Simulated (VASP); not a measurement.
# TiBrF3 (P4/nmm) in VASP: further runs

Runs on TiBrF3. Level: PBE. Tasks: relaxation of cell and atoms.

All numbers are computed with VASP 6.6.1; they aren't measurements. Logs are shortened: lines on timing, memory, paths and dates and some standing lists are left out, and cuts for length are marked.

## 1. The structure

The structure is tetragonal, space group P4/nmm (No. 129). Conventional cell: a = 3.922 Å, b = 3.922 Å, c = 11.768 Å, α = 90.00°, β = 90.00°, γ = 90.00°. Around Ti (site symmetry 4mm) lie 5 F at 1.79 to 1.96 Å. Br (site symmetry 4mm) is surrounded by 1 Ti at 2.40 Å. F (site symmetry 4mm) is surrounded by 1 Ti at 1.79 Å. F (site symmetry 2mm) is surrounded by 2 Ti at 1.96 Å.

The cell was built by a generator and needn't be a form met in nature.

## 2. Relaxation of cell and atoms, PBE

INCAR reads:

```
PREC = Accurate
ENCUT = 520
EDIFF = 1E-6
ISMEAR = 0
SIGMA = 0.03
LREAL = F
LASPH = T
NELM = 120
ALGO = Normal
ISIF = 3
LWAVE = F
LCHARG = F
GGA = PE
IBRION = 2
NSW = 90
EDIFFG = -0.01
KPAR = 4
```

KPOINTS reads:

```
regular mesh
0
Gamma
  6 6 2
```

POSCAR reads:

```
TiBrF3
1.0
    3.9220000000      0.0000000000      0.0000000000
    0.0000000000      3.9220000000      0.0000000000
    0.0000000000      0.0000000000     11.7680000000
Ti Br F
2 2 6
Direct
    0.5000000000      0.0000000000      0.3174711100
    0.0000000000      0.5000000000      0.6825288900
    0.5000000000      0.0000000000      0.1135282100
    0.0000000000      0.5000000000      0.8864717900
    0.5000000000      0.0000000000      0.4700034000
    0.0000000000      0.0000000000      0.3173011600
    0.5000000000      0.5000000000      0.3173011600
    0.0000000000      0.5000000000      0.5299966000
    0.5000000000      0.5000000000      0.6826988400
    0.0000000000      0.0000000000      0.6826988400
```

Potentials or basis: VASP PAW PBE potentials, release 64 (Ti_sv, Br, F).

Launch:

```console
$ cat potpaw_PBE.64/Ti_sv/POTCAR potpaw_PBE.64/Br/POTCAR potpaw_PBE.64/F/POTCAR > POTCAR
$ mpirun -np 4 vasp_std > vasp.out
```

OUTCAR:

```text
PREC = Accurate
   ENCUT = 520
   EDIFF = 1E-6
   ISMEAR = 0
   LREAL = F
   LASPH = T
   NELM = 120
   ISIF = 3
   GGA = PE
   IBRION = 2
   NSW = 90
   EDIFFG = -0.01

 ion  position               nearest neighbor table
   1  0.500  0.000  0.317-   5 1.79   6 1.96   7 1.96   7 1.96   6 1.96   3 2.40
   2  0.000  0.500  0.683-   8 1.79   9 1.96  10 1.96  10 1.96   9 1.96   4 2.40
   3  0.500  0.000  0.114-   1 2.40
   4  0.000  0.500  0.886-   2 2.40
   5  0.500  0.000  0.470-   1 1.79
   6  0.000  0.000  0.317-   1 1.96   1 1.96
   7  0.500  0.500  0.317-   1 1.96   1 1.96
   8  0.000  0.500  0.530-   2 1.79
   9  0.500  0.500  0.683-   2 1.96   2 1.96
  10  0.000  0.000  0.683-   2 1.96   2 1.96

  LATTYP: Found a simple tetragonal cell.
 ALAT       =     3.9220000000
 C/A-ratio  =     3.0005099439

  Lattice vectors:

 A1 = (   3.9220000000,   0.0000000000,   0.0000000000)
 A2 = (   0.0000000000,   3.9220000000,   0.0000000000)
 A3 = (   0.0000000000,   0.0000000000,  11.7680000000)

Analysis of symmetry for initial positions (statically):
=====================================================================
 Subroutine PRICEL returns:
 Original cell was already a primitive cell.

 Routine SETGRP: Setting up the symmetry group for a
 simple tetragonal supercell.

 Subroutine GETGRP returns: Found 16 space group operations
 (whereof  8 operations were pure point group operations)
 out of a pool of 16 trial point group operations.

The static configuration has the point symmetry D_2d.
 The point group associated with its full space group is D_4h.

Analysis of symmetry for dynamics (positions and initial velocities):
=====================================================================
 Subroutine PRICEL returns:
 Original cell was already a primitive cell.

 Routine SETGRP: Setting up the symmetry group for a
 simple tetragonal supercell.

 Subroutine GETGRP returns: Found 16 space group operations
 (whereof  8 operations were pure point group operations)
 out of a pool of 16 trial point group operations.

The dynamic configuration has the point symmetry D_2d.
 The point group associated with its full space group is D_4h.

 Subroutine INISYM returns: Found 16 space group operations
 (whereof  8 operations are pure point group operations),
 and found     1 'primitive' translations

----------------------------------------------------------------------------------------

                                     Primitive cell

  volume of cell :     181.0164

  direct lattice vectors                    reciprocal lattice vectors
     3.922000000  0.000000000  0.000000000     0.254971953  0.000000000  0.000000000
     0.000000000  3.922000000  0.000000000     0.000000000  0.254971953  0.000000000
     0.000000000  0.000000000 11.768000000     0.000000000  0.000000000  0.084976207

  length of vectors
     3.922000000  3.922000000 11.768000000     0.254971953  0.254971953  0.084976207

  position of ions in fractional coordinates (direct lattice)
     0.500000000  0.000000000  0.317471110
     0.000000000  0.500000000  0.682528890
     0.500000000  0.000000000  0.113528210
     0.000000000  0.500000000  0.886471790
     0.500000000  0.000000000  0.470003400
     0.000000000  0.000000000  0.317301160
     0.500000000  0.500000000  0.317301160
     0.000000000  0.500000000  0.529996600
     0.500000000  0.500000000  0.682698840
     0.000000000  0.000000000  0.682698840

  ion indices of the primitive-cell ions
   primitive index   ion index
                 1           1
                 2           2
                 3           3
                 4           4
                 5           5
                 6           6
                 7           7
                 8           8
                 9           9
                10          10

----------------------------------------------------------------------------------------

 KPOINTS: regular mesh

Automatic generation of k-mesh.
 Grid dimensions read from file:
 generate k-points for:    6    6    2

 Generating k-lattice:

  Cartesian coordinates                     Fractional coordinates (reciprocal lattice)
     0.042495326  0.000000000  0.000000000     0.166666667  0.000000000  0.000000000
     0.000000000  0.042495326  0.000000000     0.000000000  0.166666667  0.000000000
     0.000000000  0.000000000  0.042488103     0.000000000  0.000000000  0.500000000

  Length of vectors
     0.042495326  0.042495326  0.042488103

  Shift w.r.t. Gamma in fractional coordinates (k-lattice)
     0.000000000  0.000000000  0.000000000

 Subroutine IBZKPT returns following result:
 ===========================================

 Found     20 irreducible k-points:

 Following reciprocal coordinates:
            Coordinates               Weight
  0.000000  0.000000  0.000000      1.000000
  0.166667  0.000000  0.000000      4.000000
  0.333333  0.000000  0.000000      4.000000
  0.500000  0.000000  0.000000      2.000000
  0.166667  0.166667  0.000000      4.000000
  0.333333  0.166667  0.000000      8.000000
[... 12 lines left out ...]
  0.500000  0.333333  0.500000      4.000000
  0.500000  0.500000  0.500000      1.000000
   k-points           NKPTS =     20   k-points in BZ     NKDIM =     20   number of bands    NBANDS=     48
   number of dos      NEDOS =    301   number of ions     NIONS =     10
   total plane-waves  NPLWV =  81000
   dimension x,y,z NGX =    30 NGY =   30 NGZ =   90
   dimension x,y,z NGXF=    60 NGYF=   60 NGZF=  180
   ions per type =               2   2   6
   NGX,Y,Z   is equivalent  to a cutoff of  12.72, 12.72, 12.71 a.u.
   NGXF,Y,Z  is equivalent  to a cutoff of  25.43, 25.43, 25.43 a.u.
 SYSTEM =  unknown system
   PREC   = accura    normal or accurate (medium, high low for compatibility)
   ISTART =      0    job   : 0-new  1-cont  2-samecut
   ICHARG =      2    charge: 1-file 2-atom 10-const
   ISPIN  =      1    spin polarized calculation?
   LNONCOLLINEAR =      F non collinear calculations
   LSORBIT =      F    spin-orbit coupling
   LASPH  =      T    aspherical Exc in radial PAW
   ENCUT  =  520.0 eV  38.22 Ry    6.18 a.u.   7.29  7.29 21.88*2*pi/ulx,y,z
   NELM   =    120;   NELMIN=  2; NELMDL= -5     # of ELM steps
   EDIFF  = 0.1E-05   stopping-criterion for ELM
   LREAL  =      F    real-space projection
   EDIFFG = -.1E-01   stopping-criterion for IOM
   NSW    =     90    number of steps for IOM
   IBRION =      2    ionic relax: 0-MD 1-quasi-New 2-CG
   NFREE  =      1    steps in history (QN), initial steepest desc. (CG)
   ISIF   =      3    stress and relaxation
   ISYM   =      2    0-nonsym 1-usesym 2-fastsym
   POTIM  = 0.5000    time-step for ionic-motion
   TEBEG  =    0.0;   TEEND  =   0.0 temperature during run
   PSTRESS=    0.0 pullay stress
   NELECT =      80.0000    total number of electrons
   NUPDOWN=      -1.0000    fix difference up-down
   EMIN   =  10.00;   EMAX   =-10.00  energy-range for DOS
   EFERMI =   0.00;   METHOD = LEGACY
   ISMEAR =     0;   SIGMA  =   0.03  broadening in eV -4-tet -1-fermi 0-gaus
   EFERMI_NEDOS =   21; number of points for ismear=-14 and -15
   IALGO  =     38    algorithm
   IMIX   =      4    mixing-type and parameters
     AMIX     =   0.40;   BMIX     =  1.00
     AMIX_MAG =   1.60;   BMIX_MAG =  1.00
  volume/ion in A,a.u.               =      18.10       122.16
  Fermi-wavevector in a.u.,A,eV,Ry     =   1.246997  2.356483 21.157094  1.555003
  Thomas-Fermi vector in A             =   2.381150
   LORBIT       =      0    0 simple, 1 ext, 2 COOP (PROOUT), +10 PAW based schemes
   GGA     = PE    functional components
   LHFCALC =     F    Hartree Fock is set to
   AEXX    =    0.0000 exact exchange contribution
   IVDW    =     0    specifies the selected vdW correction
   LEPSILON=     F    determine dielectric tensor
   LRPA    =     F    only Hartree local field effects (RPA)
 conjugate gradient relaxation of ions
 non-spin polarized calculation
 Gauss-broadening in eV      SIGMA  =   0.03
  energy-cutoff  :      520.00
  volume of cell :      181.02
 maximum number of plane-waves:      4910
 NGX is ok and might be reduce to    30
   NGX = 15   NGY = 15   NGZ = 43

--------------------------------------- Ionic step        1  -------------------------------------------

 number of electron      79.9999969 magnetization

 Free energy of the ion-electron system (eV)
  ---------------------------------------------------
  ext. energy  EPLUGINS =         0.00000000
  ---------------------------------------------------
  free energy    TOTEN  =       -57.42795750 eV

  energy without entropy =      -57.42795750  energy(sigma->0) =      -57.42795750

------------------------ aborting loop because EDIFF is reached ----------------------------------------

  FORCE on cell =-STRESS in cart. coord.  units (eV):
  Direction    XX          YY          ZZ          XY          YZ          ZX
  --------------------------------------------------------------------------------------
  -------------------------------------------------------------------------------------
  Total        0.9145920      0.9145920      1.1525708      0.0000000      0.0000000      0.0000000
  in kB        8.0950613      8.0950613     10.2014139      0.0000000      0.0000000      0.0000000
  external PRESSURE =       8.7971788 kB  Pullay stress =       0.0000000 kB
[... 113 lines left out ...]
  FREE ENERGIE OF THE ION-ELECTRON SYSTEM (eV)
  ---------------------------------------------------
  free  energy   TOTEN  =       -57.4340582898 eV

  energy  without entropy=      -57.4340582898  energy(sigma->0) =      -57.43405829

 E-fermi :   0.1295     XC(G=0):  -8.5086

 val. band max:       -0.1873980915   @ k =   0.1667   0.0000   0.0000
 cond. band min:       0.6141258371   @ k =   0.0000   0.0000   0.0000
 fundamental gap:      0.8015239286
 Fermi energy:         0.1295102452

 k-point     1 :       0.0000    0.0000    0.0000
  band No.  band energies     occupation
      1     -58.2878      2.00000
      2     -58.2878      2.00000
      3     -34.5847      2.00000
      4     -34.5847      2.00000
      5     -34.5847      2.00000
      6     -34.5847      2.00000
[... 1009 lines left out ...]
     47       4.8067      0.00000
     48       4.8067      0.00000

[... ionic steps 4 to 15 ...]

--------------------------------------- Ionic step       16  -------------------------------------------

 number of electron      79.9999966 magnetization

------------------------ aborting loop because EDIFF is reached ----------------------------------------

  FORCE on cell =-STRESS in cart. coord.  units (eV):
  Direction    XX          YY          ZZ          XY          YZ          ZX
  --------------------------------------------------------------------------------------
  -------------------------------------------------------------------------------------
  Total       -0.0559234     -0.0559234     -0.0683041      0.0000000     -0.0000000      0.0000000
  in kB       -0.4704784     -0.4704784     -0.5746358      0.0000000     -0.0000000      0.0000000
  external PRESSURE =      -0.5051975 kB  Pullay stress =       0.0000000 kB
[... 73 lines left out ...]
  energy  without entropy=      -57.4639482235  energy(sigma->0) =      -57.46394822

--------------------------------------- Ionic step       18  -------------------------------------------

 number of electron      79.9999967 magnetization

 Free energy of the ion-electron system (eV)
  ---------------------------------------------------
  ext. energy  EPLUGINS =         0.00000000
  ---------------------------------------------------
  free energy    TOTEN  =       -57.46398871 eV

  energy without entropy =      -57.46398871  energy(sigma->0) =      -57.46398871

 E-fermi :  -0.2539     XC(G=0):  -8.3231

 val. band max:       -0.4592277612   @ k =   0.3333   0.0000   0.0000
 cond. band min:       0.3807069058   @ k =   0.0000   0.0000   0.0000
 fundamental gap:      0.8399346670
 Fermi energy:        -0.2539440870

 k-point     1 :       0.0000    0.0000    0.0000
  band No.  band energies     occupation
      1     -58.5120      2.00000
      2     -58.5119      2.00000
      3     -34.8137      2.00000
      4     -34.8137      2.00000
      5     -34.8136      2.00000
      6     -34.8136      2.00000
[... 1046 lines left out ...]
  FREE ENERGIE OF THE ION-ELECTRON SYSTEM (eV)
  ---------------------------------------------------
  free  energy   TOTEN  =       -57.4639887089 eV

  energy  without entropy=      -57.4639887089  energy(sigma->0) =      -57.46398871

 reached required accuracy - stopping structural energy minimisation
```

Run time: 6.2 min. Hardware: 4 MPI ranks of Intel Xeon Platinum 8488C (Sapphire Rapids), shared host; peak memory 0.37 GiB.

Results:

* Free energy: -57.4640 eV
* Relaxed volume: 19.03 Å³/atom
* Relaxed cell: a = 3.933 Å, b = 3.933 Å, c = 12.306 Å, α = 90.00°, β = 90.00°, γ = 90.00°
* Space group after relaxing (to 0.05 Å): P4/nmm (No. 129)
* Energy gained by relaxing: 3.6 meV/atom
* Ionic steps: 18
* Pressure after relaxing: 0.0 GPa
* Largest force after relaxing: 0.007 eV/Å
* Band gap on the k mesh: 0.84 eV, indirect (least direct gap 0.88 eV)

Forces on the atoms (eV/Å):
```
Ti   0.000  0.000 -0.006
Ti   0.000  0.000  0.006
Br   0.000  0.000 -0.007
Br   0.000  0.000  0.007
F    0.000  0.000 -0.004
F    0.000  0.000  0.007
F    0.000  0.000  0.007
F    0.000  0.000  0.004
F    0.000  0.000 -0.007
F    0.000  0.000 -0.007
```

Step by step:
| step | energy change (eV) | largest force (eV/Å) | pressure (GPa) | volume (Å³) |
| --- | --- | --- | --- | --- |
| 1 | 0.0000 | 0.1068 | 0.88 | 181.02 |
| 2 | -0.0049 | 0.3951 | -0.43 | 183.63 |
| 3 | -0.0061 | 0.2890 | -0.03 | 182.83 |
| 4 | -0.0105 | 0.1772 | -0.19 | 184.26 |
| 5 | -0.0105 | 0.1445 | -0.18 | 184.11 |
| 6 | -0.0152 | 0.0655 | -0.07 | 184.46 |
| 7 | -0.0179 | 0.1683 | 0.11 | 185.04 |
| 8 | -0.0212 | 0.1207 | 0.10 | 185.45 |
| 9 | -0.0238 | 0.1522 | 0.11 | 186.28 |
| 10 | -0.0263 | 0.1375 | 0.10 | 186.73 |
| 11 | -0.0321 | 0.0933 | 0.10 | 188.08 |
| 12 | -0.0349 | 0.2102 | 0.09 | 190.78 |
| 13 | -0.0352 | 0.1742 | 0.09 | 190.10 |
| 14 | -0.0339 | 0.2463 | -0.26 | 191.05 |
| 15 | -0.0360 | 0.0180 | -0.06 | 190.46 |
| 16 | -0.0360 | 0.0178 | -0.05 | 190.44 |
| 17 | -0.0360 | 0.0228 | -0.04 | 190.43 |
| 18 | -0.0360 | 0.0075 | 0.02 | 190.31 |

Final structure:
```yaml
crystal:
  lattice:
    - [3.93258, 0.00000, 0.00000]
    - [0.00000, 3.93258, 0.00000]
    - [0.00000, 0.00000, 12.30568]
  atoms:
    - { symbol: Ti, position: [0.50000, 0.00000, 0.31691] }
    - { symbol: Ti, position: [0.00000, 0.50000, 0.68309] }
    - { symbol: Br, position: [0.50000, 0.00000, 0.12160] }
    - { symbol: Br, position: [0.00000, 0.50000, 0.87840] }
    - { symbol: F, position: [0.50000, 0.00000, 0.46248] }
    - { symbol: F, position: [0.00000, 0.00000, 0.31857] }
    - { symbol: F, position: [0.50000, 0.50000, 0.31857] }
    - { symbol: F, position: [0.00000, 0.50000, 0.53752] }
    - { symbol: F, position: [0.50000, 0.50000, 0.68143] }
    - { symbol: F, position: [0.00000, 0.00000, 0.68143] }
```

Caveat: this functional lacks dispersion, which binds the layers, so the pressure and a relaxed spacing across them are unreliable.

## 3. Relaxation of cell and atoms, PBE

This run uses another cell than the first one, of 19.03 Å³/atom, 1.051 times its volume.

INCAR reads:

```
PREC = Accurate
ENCUT = 520
EDIFF = 1E-7
ISMEAR = 0
SIGMA = 0.03
LREAL = F
LASPH = T
NELM = 120
ALGO = Normal
ISIF = 3
LWAVE = F
LCHARG = F
GGA = PE
IBRION = 2
NSW = 60
EDIFFG = -0.005
POTIM = 0.3
KPAR = 4
```

KPOINTS is that of step 2.

POSCAR reads:

```
TiBrF3                                  
1.0
    3.9325806273      0.0000000000      0.0000000000
    0.0000000000      3.9325806273     -0.0000000000
   -0.0000000000      0.0000000000     12.3056750661
  Ti              Br              F             
     2     2     6
Direct
     0.5000000000000000    0.0000000000000000    0.3169142528295490
     0.0000000000000000    0.5000000000000000    0.6830857471704510
     0.5000000000000000    0.0000000000000000    0.1215958384409872
     0.0000000000000000    0.5000000000000000    0.8784041615590128
     0.5000000000000000    0.0000000000000000    0.4624816424408609
     0.0000000000000000    0.0000000000000000    0.3185692509007574
     0.5000000000000000    0.5000000000000000    0.3185692509007574
     0.0000000000000000    0.5000000000000000    0.5375183575591391
     0.5000000000000000    0.5000000000000000    0.6814307490992428
     0.0000000000000000    0.0000000000000000    0.6814307490992428
```

Potentials or basis: VASP PAW PBE potentials, release 64 (Ti_sv, Br, F).

Launch:

```console
$ cat potpaw_PBE.64/Ti_sv/POTCAR potpaw_PBE.64/Br/POTCAR potpaw_PBE.64/F/POTCAR > POTCAR
$ mpirun -np 4 vasp_std > vasp.out
```

Run time: 7.3 min. Hardware: 4 MPI ranks of Intel Xeon Platinum 8488C (Sapphire Rapids), shared host; peak memory 0.39 GiB.

It converged, with:

```
Free energy                            : -57.4894 eV
Relaxed volume                         : 19.53 Å³/atom
Relaxed cell                           : a = 3.932 Å, b = 3.932 Å, c = 12.630 Å, α = 90.00°, β = 90.00°, γ = 90.00°
Space group after relaxing (to 0.05 Å) : P4/nmm (No. 129)
Energy gained by relaxing              : 0.5 meV/atom
Ionic steps                            : 20
Pressure after relaxing                : 0.0 GPa
Largest force after relaxing           : 0.005 eV/Å
Band gap on the k mesh                 : 0.84 eV, indirect (least direct gap 0.89 eV)
```

Forces on the atoms (eV/Å):
```
Ti   0.000  0.000 -0.002
Ti   0.000  0.000  0.002
Br   0.000  0.000 -0.003
Br   0.000  0.000  0.003
F    0.000  0.000  0.005
F    0.000  0.000 -0.002
F    0.000  0.000 -0.002
F    0.000  0.000 -0.005
F    0.000  0.000  0.002
F    0.000  0.000  0.002
```

The path:
| step | energy change (eV) | largest force (eV/Å) | pressure (GPa) | volume (Å³) |
| --- | --- | --- | --- | --- |
| 1 | 0.0000 | 0.0078 | 0.18 | 190.31 |
| 2 | -0.0003 | 0.0681 | 0.00 | 190.66 |
| 3 | -0.0003 | 0.0670 | 0.00 | 190.65 |
| 4 | -0.0006 | 0.0499 | -0.01 | 190.87 |
| 5 | -0.0007 | 0.0739 | -0.03 | 191.06 |
| 6 | -0.0009 | 0.0684 | -0.03 | 191.14 |
| 7 | -0.0014 | 0.0578 | -0.04 | 191.40 |
| 8 | -0.0023 | 0.0437 | -0.04 | 191.92 |
| 9 | -0.0034 | 0.0427 | -0.06 | 192.97 |
| 10 | -0.0035 | 0.0682 | -0.06 | 193.39 |
| 11 | -0.0039 | 0.0396 | -0.03 | 193.60 |
| 12 | -0.0045 | 0.0668 | 0.05 | 194.22 |
| 13 | -0.0048 | 0.0391 | -0.01 | 194.60 |
| 14 | -0.0048 | 0.0390 | -0.01 | 194.60 |
| 15 | -0.0051 | 0.0221 | 0.03 | 194.81 |
| 16 | -0.0053 | 0.0180 | 0.07 | 195.08 |
| 17 | -0.0053 | 0.0117 | -0.02 | 195.34 |
| 18 | -0.0053 | 0.0106 | 0.00 | 195.29 |
| 19 | -0.0053 | 0.0106 | 0.00 | 195.30 |
| 20 | -0.0053 | 0.0048 | 0.00 | 195.29 |

Final structure:
```
Ti Br F
1.0
     3.93217    0.00000    0.00000
     0.00000    3.93217    0.00000
     0.00000    0.00000   12.63047
Ti Br F
2 2 6
Direct
  0.50000 0.00000 0.31662
  0.00000 0.50000 0.68338
  0.50000 0.00000 0.12615
  0.00000 0.50000 0.87385
  0.50000 0.00000 0.45836
  0.00000 0.00000 0.31852
  0.50000 0.50000 0.31852
  0.00000 0.50000 0.54164
  0.50000 0.50000 0.68148
  0.00000 0.00000 0.68148
```

Levels at points of the mesh, in eV from the valence-band top:
```
           k point  band 38  band 39  band 40  band 41  band 42  band 43
(0.00, 0.00, 0.00)    -0.20    -0.05    -0.05     0.84     0.84     1.96
(0.50, 0.00, 0.00)    -0.89    -0.01    -0.01     1.76     1.76     2.04
(0.50, 0.50, 0.00)    -0.98    -0.68    -0.68     2.35     2.35     2.36
(0.00, 0.00, 0.50)    -0.18    -0.07    -0.07     0.84     0.84     1.99
(0.50, 0.00, 0.50)    -0.87    -0.01    -0.01     1.76     1.76     2.04
(0.50, 0.50, 0.50)    -0.98    -0.68    -0.68     2.35     2.35     2.41
```

Caveat: this functional lacks dispersion, which binds the layers, so the pressure and a relaxed spacing across them are unreliable.
